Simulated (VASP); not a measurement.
Wanted: the native input for a VASP 6.6.1 run.

```yaml
Task: relaxation of cell and atoms
Functional: PBE
Potentials_or_basis: VASP PAW PBE potentials, release 64 (Zr_sv, Pd, Se)
Cutoff: 520 eV
k_mesh: 6 × 6 × 8
Occupations: gaussian, width 0.1 eV
Spin: no spin polarisation
Further_INCAR_settings: ALGO = Normal; EDIFF = 1e-06; IBRION = 2; EDIFFG = -0.01; NSW = 90; ISIF = 3
```

The structure of Zr3PdSe4 lies in POSCAR:

```
Zr3PdSe4
1.0
    3.8640000000     -5.4970000000      0.0000000000
    3.8640000000      5.4970000000      0.0000000000
    0.0000000000      0.0000000000      3.8780000000
Zr Pd Se
3 1 4
Direct
    0.0000000000      0.5000000000      0.5000000000
    0.5000000000      0.0000000000      0.5000000000
    0.5000000000      0.5000000000      0.0000000000
    0.0000000000      0.0000000000      0.0000000000
    0.2458613800      0.7541386200      0.0000000000
    0.7541386200      0.2458613800      0.0000000000
    0.7567287800      0.7567287800      0.5000000000
    0.2432712200      0.2432712200      0.5000000000
```

The cell was built by a generator and needn't be a form met in nature.

These files were run (other wordings do the same):

INCAR

```
SYSTEM = Zr3PdSe4
  PREC = Accurate
  ENCUT = 520
  EDIFF = 1E-6
  ISMEAR = 0
  SIGMA = 0.1
  LREAL = .False.
  LASPH = .True.
  NELM = 120
  ALGO = Normal
  ISIF = 3
  LWAVE = .False.
  LCHARG = .False.
  GGA = PE
  IBRION = 2
  NSW = 90
  EDIFFG = -0.01
  KPAR = 4
```

KPOINTS

```
regular mesh
0
Gamma
  6 6 8
  0 0 0
```

Potentials or basis: VASP PAW PBE potentials, release 64 (Zr_sv, Pd, Se).

Launch:

```sh
$ cat potpaw_PBE.64/Zr_sv/POTCAR potpaw_PBE.64/Pd/POTCAR potpaw_PBE.64/Se/POTCAR > POTCAR
$ mpirun -np 4 vasp_std > vasp.out
```

It gave:

The relaxed volume is 20.64 Å³/atom. The relaxed cell is a = 6.707 Å, b = 6.707 Å, c = 3.895 Å, α = 90.00°, β = 90.00°, γ = 109.55°. The space group after relaxing (to 0.05 Å) is Cmmm (No. 65). The energy gained by relaxing is 0.4 meV/atom and the ionic steps are 10. The pressure after relaxing is 0.0 GPa and the largest force after relaxing is 0.003 eV/Å. The band gap on the k mesh is none (metal or under the smearing width).

It took 8.7 min on 4 MPI ranks on Intel(R) Xeon(R) Platinum 8559C (Emerald Rapids), on a shared host, peak memory 0.55 GiB a rank.
